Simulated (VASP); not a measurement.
```xyz
4
Lattice="2.9141 0.0000 0.0000 -1.4570 2.5237 0.0000 0.0000 0.0000 5.0272" Properties=species:S:1:pos:R:3 pbc="T T T"
Cu     0.0000     0.0000     0.0000
Cu     0.0000     0.0000     2.5136
O      0.0000     1.6825     1.2568
O      1.4570     0.8412     3.7704
```

The numbers are results of PBEsol GGA, VASP's PBE PAW potentials (set 64) (plane waves; VASP), not measurements. Settings: 520 eV cut-off, 13×13×7 Γ-centred mesh, tetrahedra with Blöchl corrections, potentials Cu O.

### Question
What does the run give for the energy per atom (σ→0), band gap (on the k-mesh) with the smallest direct gap where there is one?

### Answer

* **band gap (on the k-mesh)**: none (metal, semimetal or under 0.01 eV)
* **energy per atom (σ→0)**: -5.174 eV/atom

The structure was generated: CuO was put into the NiAs type (P6_3/mmc), which need not be its known phase. It was relaxed first, which changed the volume by +34 %.
